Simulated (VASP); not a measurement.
```xyz
2
Lattice="2.7200 0.0000 0.0000 0.0000 2.7200 0.0000 0.0000 0.0000 3.7100" Properties=species:S:1:pos:R:3 pbc="T T T"
Fe     0.0000     0.0000     0.0000
Pt     1.3600     1.3600     1.8550
```
Starting moments (μB, in the order of the record's atoms Fe Pt): 3.0 0.0.

Computed with PBE GGA, VASP's PBE PAW potentials (set 64) (plane waves; VASP). Run with 400 eV cut-off, 10×10×8 Γ-centred mesh, first-order Methfessel-Paxton smearing of 0.10 eV, potentials Fe Pt.

**Question.** Give the stress tensor in GPa (positive for a compressed cell).

**Answer.** 
```
4.11  0.00  0.00
0.00  4.11  0.00
0.00  0.00  5.17
```
The pressure is its mean diagonal, 4.47 GPa.

The compound is FePt in the L1_0 structure. The cell was not relaxed at this level.
